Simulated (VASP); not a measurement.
VASP input:

### INCAR
```
ALGO=Normal
EDIFF=1E-6
EDIFFG=-0.01
ENCUT=400
IBRION=2
ISIF=3
ISMEAR=1
ISPIN=2
LASPH=.True.
LCHARG=.False.
LMAXMIX=4
LMIXTAU=.True.
LORBIT=10
LREAL=.False.
LWAVE=.False.
MAGMOM=2.9
METAGGA=R2SCAN
NELM=100
NSW=60
PREC=Accurate
SIGMA=0.1
SYSTEM=Fe
```

POSCAR:
```
Fe
1
    2.4041708524     0.0000000000     0.0000000000
    0.0000000000     2.4041708524     0.0000000000
   -0.0000000000     0.0000000000     2.4041708524
Fe
1
Direct
  0.0000000000   0.0000000000   0.0000000000
```

KPOINTS:
```
Automatic mesh
0
Gamma
14 14 14
0 0 0
```

POTCAR, in this order: Fe (PBE.64 set). Program: vasp_std.

Write an equivalent input for Ansatz.

One equivalent input (not run):
Ansatz 0.2 input:
```yaml
crystal:
  lattice:
    - [2.4041709, 0.0000000, 0.0000000]
    - [0.0000000, 2.4041709, 0.0000000]
    - [0.0000000, 0.0000000, 2.4041709]
  atoms:
    - { symbol: Fe, position: [0.0000000, 0.0000000, 0.0000000], spin: 2.9 }
kpoints:
  mp_grid: { grid: [14, 14, 14] }
hamiltonian:
  xc: r2scan
  pseudopotentials: { kind: paw }
magnetization: { spin_polarized: true }
scf:
  occupations: { method: methfessel_paxton, width: 0.1 }
  max_iter: 100
relax:
  max_steps: 60
  f_tol: 0.01
  cell: {}
output: { forces: true, stress: true, eigenvalues: true }
```
The two are equivalent in intent, not identical: each code has its own PAW files, so the cut-off isn't converted (ENCUT is set for VASP's; basis.ecutwfc is left out, and Ansatz then takes the one that its files recommend); Ansatz stops its SCF on the density residual and VASP on the energy change (EDIFF).

The structure was generated: Fe was put into the simple-cubic type (Pm-3m), which need not be its known phase. It was relaxed first. The start is the result of an earlier pass.
